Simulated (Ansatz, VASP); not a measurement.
# La3AlC: VASP beside Ansatz, part 2 of 2

One calculation is typed for both programs; each brings its own data sets. How far apart do they land? The cell is taken from a series of runs on this material, whose earlier steps may have relaxed, scaled, displaced or heated it; both programs get it as it stands.

VASP 6.6.1 and Ansatz 0.2.0.

So far: The structure; VASP: relaxation of cell and atoms, PBEsol.

**3. Ansatz: relaxation of cell and atoms, PBEsol**

Level of this step: Ansatz beside VASP: Kohn-Sham DFT, plane waves, PBEsol (Ansatz).

Ansatz runs on its PAW soft_1 files.

The same cell, functional, mesh and smearing now go to Ansatz, which takes its cutoff from its data sets.

The input, input.yaml:

```yaml
crystal:
  lattice:
    - [5.1318379723, 0.0, 0.0]
    - [0.0, 5.1318379723, 0.0]
    - [0.0, 0.0, 10.2636759445]
  atoms:
    - { symbol: La, position: [0.5, 0.5, 0.5] }
    - { symbol: La, position: [0.5, 0.5, 0.0] }
    - { symbol: La, position: [0.5022101826, 0.000351868, 0.25] }
    - { symbol: La, position: [0.4977898174, -0.000351868, 0.75] }
    - { symbol: La, position: [-0.000351868, 0.4977898174, 0.25] }
    - { symbol: La, position: [0.000351868, 0.5022101826, 0.75] }
    - { symbol: Al, position: [0.0, 0.0, 0.0] }
    - { symbol: Al, position: [0.0, 0.0, 0.5] }
    - { symbol: C, position: [0.488976943, 0.511023057, 0.25] }
    - { symbol: C, position: [0.511023057, 0.488976943, 0.75] }
kpoints:
  mp_grid: { grid: [8, 8, 4] }
hamiltonian:
  xc: pbesol
  pseudopotentials: { kind: paw, azcp: { folder: soft_1 }, xc_functional: pbe }
scf:
  occupations: { method: methfessel_paxton, width: 0.2 }
output:
  forces: true
  stress: true
  eigenvalues: true
relax:
  adjacent_minimum: "off"
  f_tol: 0.002
  max_steps: 120
  cell: { stress_tol: 0.03 }
```

Command:

```console
$ ansatz run input.yaml --threads 4 --pin off --max-ram 10240MiB --backend cpu --events-out ev --progress --plain --runs-dir out
```

Numbers of over 12 decimals in the logs are rounded to 6 here.

Log:

```text
Engine: ansatz 0.2.0, aarch64-unknown-linux-gnu
Pseudopotentials: kind: paw
Pseudopotential: La, paw, valence charge 11, recommended cutoff 420 eV (normal), soft_1/La.paw.azcp
Pseudopotential: Al, paw, valence charge 3, recommended cutoff 420 eV (normal), soft_1/Al.paw.azcp
Pseudopotential: C, paw, valence charge 4, recommended cutoff 420 eV (normal), soft_1/C.paw.azcp
Functional definition: PBEsol
  exchange = pbesol_x
  correlation = pbesol_c
Crystal: 10 atoms, lattice volume = 270.302 Å³
Basis set: ecut = 420 eV, 5267 PW (Γ), exchange–correlation on 72×72×144 points (8 copies of the dense FFT grid, shifted against one another)
Bands: 50, of which v1, the nominal top of the filled ones, is band 40 counted from 1 (39 counted from 0)
Symmetry: 8 space group operations
Space group: Cmcm (ITA 63), of the structure as read, at distance tolerance 6.5e-5 Å
k-points: 63 of 256
Non-local potential: La, projectors of the file, l = 0: 3, l = 1: 2, l = 2: 2, l = 3: 3
Non-local potential: Al, projectors of the file, l = 0: 2, l = 1: 2, l = 2: 1
Non-local potential: C, projectors of the file, l = 0: 2, l = 1: 2, l = 2: 1
PAW form: soft (Blöchl's): semilocal exchange-correlation on the pseudo side does not see the compensation charge
PAW frozen core: La, regenerated for the run's functional, and the local potential with it (the file was generated under x = pbe(κ = 0.804, μ = 0.219515), c = pbe(β = 0.066725))
PAW frozen core: Al, regenerated for the run's functional, and the local potential with it (the file was generated under x = pbe(κ = 0.804, μ = 0.219515), c = pbe(β = 0.066725))
PAW frozen core: C, regenerated for the run's functional, and the local potential with it (the file was generated under x = pbe(κ = 0.804, μ = 0.219515), c = pbe(β = 0.066725))
PAW one-centre angular grid: La, 590 points (default); XC on 64 Gauss nodes
PAW one-centre angular grid: Al, 110 points (default); XC on 64 Gauss nodes
PAW one-centre angular grid: C, 110 points (default); XC on 64 Gauss nodes
Initial density: superposition of atomic densities (chi_scale 0.1, normalization cell, long waves kept (reshape's long-wave potential 0.00 eV rms))
Initial wavefunctions: pseudopotential atomic-orbital guess
Functional: x = pbesol(κ = 0.804, μ = 0.123457), c = pbesol(β = 0.046)
SCF iter   1: F=—  HF=-38515.834699 eV  |F-HF|=—  |Δ(HF+E_count)|=         —  Δρ=4.44e-2  dr2=1.56e1  ethr=3.10e-3  ⟨swp⟩=5.3  Hψ=13802  notcnv=0
preconditioner: auto → Kerker (q_TF=auto, 2.227 Å⁻¹)  [metal: Δε(μ)=0.004 eV  Ē_g=10.982 eV  σ=0.200 eV  W_gap=0.02  n_scr=54 (ndim 8)  ℏωp=18.6 eV  f_vac=0.000  D(μ)=9.46/eV (n_scr^D=60)]
SCF iter   2: F=—  HF=-38513.253595 eV  |F-HF|=—  |Δ(HF+E_count)|=    2.58e0  S|Δr|=    0.00e0  Δρ=1.78e-2  dr2=1.28e0  ethr=3.10e-3  ⟨swp⟩=3.9  Hψ=6072  notcnv=0  defer=97
SCF iter   3: F=—  HF=-38512.987761 eV  |F-HF|=—  |Δ(HF+E_count)|=   2.66e-1  S|Δr|=    0.00e0  Δρ=9.37e-3  dr2=4.15e-1  ethr=1.60e-3  ⟨swp⟩=1.4  Hψ=3694  notcnv=0  defer=86
SCF iter   4: F=—  HF=-38512.890453 eV  |F-HF|=—  |Δ(HF+E_count)|=   9.73e-2  S|Δr|=    0.00e0  Δρ=1.77e-3  dr2=1.45e-2  ethr=5.19e-4  ⟨swp⟩=2.1  Hψ=4494  notcnv=0  defer=86
SCF iter   5: F=—  HF=-38512.889797 eV  |F-HF|=—  |Δ(HF+E_count)|=   6.56e-4  S|Δr|=    0.00e0  Δρ=8.25e-4  dr2=5.30e-3  ethr=1.82e-5  ⟨swp⟩=2.2  Hψ=4739  notcnv=0  defer=78
SCF iter   6: F=—  HF=-38512.889108 eV  |F-HF|=—  |Δ(HF+E_count)|=   6.90e-4  S|Δr|=    0.00e0  Δρ=1.87e-4  dr2=2.35e-4  ethr=6.62e-6  ⟨swp⟩=2.0  Hψ=3543  notcnv=0  defer=78
SCF iter   7: F=—  HF=-38512.889070 eV  |F-HF|=—  |Δ(HF+E_count)|=   3.82e-5  S|Δr|=    0.00e0  Δρ=3.01e-5  dr2=2.85e-6  ethr=2.94e-7  ⟨swp⟩=2.1  Hψ=5446  notcnv=0  defer=78
SCF iter   8: F=—  HF=-38512.889189 eV  |F-HF|=—  |Δ(HF+E_count)|=   1.19e-4  S|Δr|=    0.00e0  Δρ=8.33e-6  dr2=3.07e-7  ethr=3.56e-9  ⟨swp⟩=2.2  Hψ=4383  notcnv=0  defer=78
SCF iter   9: F=-38512.889189 eV  HF=-38512.889189 eV  |F-HF|=2.50e-9  |Δ(HF+E_count)|=   3.44e-8  S|Δr|=    0.00e0  Δρ=1.67e-6  dr2=1.06e-8  ethr=1.25e-10  ⟨swp⟩=15.8  Hψ=17710  notcnv=0
SCF 1 converged in 9 iterations: F = -38512.889189 eV  dr2 = 1.06e-8
  greatest PAW one-centre occupation: 0.971 electrons in one spin orbital (limit 2), on the La atom at site 1 (counted from 0), in its partial waves of l = 0
relax step   1: F+E_penalty+E_count = -38512.88918898 eV  Δ(F+E_penalty+E_count) = +0.000e0 eV  max|allowed force component| = 5.418e-2 eV/Å  Δτ_max = 0.0000 Å  P = -0.013 GPa  Ω = 270.302 Å³  (9 SCF iters, dr2 threshold 1.00e-7 eV, accepted)
[...]
relax step  10: F+E_penalty+E_count = -38512.89682775 eV  Δ(F+E_penalty+E_count) = -4.732e-5 eV  max|allowed force component| = 4.018e-4 eV/Å  Δτ_max = 0.0022 Å  P = -0.003 GPa  Ω = 269.673 Å³  energy of the carried Pulay correction = +1.156e-4 eV  (6 SCF iters, dr2 threshold 6.08e-9 eV, accepted)
[...]
relax step  11: F+E_penalty+E_count = -38512.89673362 eV  Δ(F+E_penalty+E_count) = +9.413e-5 eV  max|allowed force component| = 4.082e-4 eV/Å  Δτ_max = 0.0000 Å  P = -0.003 GPa  Ω = 269.673 Å³  stress off target by 7.12e-3 GPa  SCF on the basis re-selected at this cell (its energy is not comparable with the rows above)  (5 SCF iters)
basis re-selected at this cell: Δ(F+E_penalty+E_count) = +9.413e-5 eV, ΔP = -0.001 GPa vs the last step (what re-selecting the basis moved, of the pressure what is left beyond the Pulay correction that the steps carried, after the strain that the cell walked since its last selection, with what the two solves' SCF thresholds leave and, on support functions, any second-order correction that the steps lacked; it is no m [...]
SCF converged after 5 iterations
Stability not checked: this state was not tested for a lower state beside it, because cold or Methfessel-Paxton smearing, or corrected tetrahedra, fill the levels in a way that the test cannot read (fill_not_monotonic; see scf.lower_state_search)
Free energy (F): -38512.896734 eV
Harris-Foulkes:  -38512.896734 eV  (|F-HF|=1.46e-11)
Internal energy: -38512.887940 eV  (E = F + TS)
E sigma→0 (E₀):  -38512.894535 eV
Entropy (-TS):   -0.008794 eV (-0.879 meV/atom)
Fermi energy:    9.890990 eV
--- Per-component energies (eV) ---
  E_band       = -244.988405
  E_kinetic    = 1327.823263
  E_local      = -2575.154689  (includes V_loc(G=0)·N_el)
  E_nonlocal   = 603.538401
  E_hartree    = 953.404570
  E_xc         = -1016.610666
  E_vxc        = -1038.894318  (∫ρ·V_xc dr)
  E_paw        = -33078.942163  (= ΣΔE_a)
  E_vpaw       = -469.110172  (= ΣTr[D̂ρ^β])
  E_aug_tail   = 0.000018  (compensation charges beyond the density's cutoff)
  E_ewald      = -4728.041370
  E_core_change = 1.094696  (= ΣΔE_core)
  E_smearing   = -0.008794  (= −TS)
  E_closure    = -0.000000  (closes the sum)
  Σ components = -38512.896734   (vs F -38512.896734, Δ=0.00e0)
--- Forces (eV/Å), atoms counted from 1 ---
  atom   1  La     0.00000000     0.00000000    -0.00000000
  atom   2  La     0.00000000     0.00000000     0.00000000
  atom   3  La     0.00020103     0.00040821     0.00000000
  atom   4  La    -0.00020103    -0.00040821     0.00000000
  atom   5  La    -0.00040821    -0.00020103     0.00000000
  atom   6  La     0.00040821     0.00020103     0.00000000
  atom   7  Al    -0.00000000    -0.00000000     0.00000000
  atom   8  Al    -0.00000000    -0.00000000     0.00000000
  atom   9  C      0.00031899    -0.00031899     0.00000000
  atom  10  C     -0.00031899     0.00031899     0.00000000
  max |Σ_I F_I| component: 0.00e0 eV/Å
--- Stress (GPa, compression-positive) ---
       -0.001102      -0.000101       0.000000
       -0.000101      -0.001102       0.000000
        0.000000       0.000000      -0.007123
  P = ⅓ Tr σ = -0.0031 GPa (-0.031 kbar)
--- Band table (eV; the first three rows and the last of 63) ---
  k-point 0: bands = [... 36 lower, 9.4329, 9.5196, 9.6177, 9.9831, 10.0249, 10.0251, 10.4200, 10.6446, ... 6 higher]
  k-point 1: bands = [... 36 lower, 9.4290, 9.4545, 9.7152, 9.7854, 10.0560, 10.0589, 10.3186, 10.3814, ... 6 higher]
  k-point 2: bands = [... 36 lower, 9.5155, 9.5155, 9.7558, 9.7558, 10.0033, 10.0033, 10.2255, 10.2255, ... 6 higher]
  k-point 62: bands = [... 36 lower, 9.4382, 9.4382, 9.6126, 9.6126, 11.2509, 11.2509, 11.3848, 11.3848, ... 6 higher]
--- Relaxed structure (10 steps of the walk, 10 accepted, 1 SCFs on fresh bases) ---
  F+E_penalty+E_count = -38512.89673362 eV   max|allowed force component| = 4.082e-4 eV/Å   (the final SCF, on the basis selected at the relaxed cell)
  cell:  # Å, volume = 269.6727 Å³
    - [5.118007, -0.011323, 0.0]
    - [-0.011323, 5.118007, 0.0]
    - [0.0, 0.0, 10.295260]
  atoms:
    - { symbol: La, position: [0.500000, 0.500000, 0.500000] }
    - { symbol: La, position: [0.500000, 0.500000, 0] }
    - { symbol: La, position: [0.517736, -0.00258614, 0.250000] }
    - { symbol: La, position: [0.482264, 0.00258614, 0.750000] }
    - { symbol: La, position: [0.00258614, 0.482264, 0.250000] }
    - { symbol: La, position: [-0.00258614, 0.517736, 0.750000] }
    - { symbol: Al, position: [-2.387265751323373e-19, 0, 0] }
    - { symbol: Al, position: [-2.387265751323373e-19, 0, 0.500000] }
    - { symbol: C, position: [0.488713, 0.511287, 0.250000] }
    - { symbol: C, position: [0.511287, 0.488713, 0.750000] }
```

The column dr2 measures how far the density is from self-consistency, as an energy; F and HF (Harris–Foulkes) agree once it is small.

**4. Side by side**

Known differences besides the potentials themselves: the cutoff is 420 eV in Ansatz and 600 eV in VASP; Ansatz makes its cores anew for this functional, VASP keeps those of its PBE data sets; Ansatz adds a Pulay correction to the stress that steers its cell, VASP none. Total energies have different zeros and are not compared.

Compared:

```tsv
quantity	Ansatz	VASP	difference
volume (Å³)	269.67	269.72	-0.02 %
edge a after relaxation, in the typed setting (Å)	5.118	5.120	-0.04 %
edge c after relaxation, in the typed setting (Å)	10.295	10.289	+0.06 %
```

**5. Summary of results**

| Item | Value |
| --- | --- |
| difference in edge c after relaxation, in the typed setting (relaxation of cell and atoms, PBEsol) | 0.061 % |

**Reading.** The difference in edge c after relaxation, in the typed setting is 0.061 % (relaxation of cell and atoms, PBEsol), within the 1.2 % picked in this series as the mark of a large difference, as far as the stopping tolerances let one tell. How closely two codes agree says nothing of how well the functional describes the real material.

[Lines on the potential files, build, host, timing and source positions are cut from VASP's logs without a mark.]

[Logs are printed without paths, hosts, clocks, repeated set-up lines and the standing remarks that a program may print on its own settings, such as how far it seeks lower states.]

[Hosts, paths, dates, database ids (printed as entryN), source tags and the programs' standing remarks are cut or masked in the printed files.]
